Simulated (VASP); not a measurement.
Consider the following.

```xyz
4
Lattice="2.0547 -3.5589 0.0000 2.0547 3.5589 0.0000 0.0000 0.0000 5.4106" Properties=species:S:1:pos:R:3 pbc="T T T"
Ni     0.0000     0.0000     2.7053
Ni     0.0000     0.0000     0.0000
Sb     2.0547     1.1863     1.3526
Sb     2.0547    -1.1863     4.0579
```

Method: vdW-DF2, VASP's PBE PAW potentials (set 64) (plane waves; VASP). Numerical set-up: 520 eV cut-off, 10×10×7 Γ-centred mesh, tetrahedra with Blöchl corrections, potentials Ni Sb.

The cores are frozen, which limits the accuracy of field gradients.

Give the principal components of the electric field gradient (V/Å²) and the asymmetry η at each nucleus.

```csv
atom,Vxx,Vyy,Vzz,η
Ni1,7.7,7.7,-15.4,0.00
Ni2,7.7,7.7,-15.4,0.00
Sb3,-29.4,-29.4,58.8,0.00
Sb4,-29.4,-29.4,58.8,0.00
```

The compound is NiSb in the NiAs type structure. It was relaxed first, which changed the volume by +15 %. The run is not spin-polarised, so no magnetic state was tried.
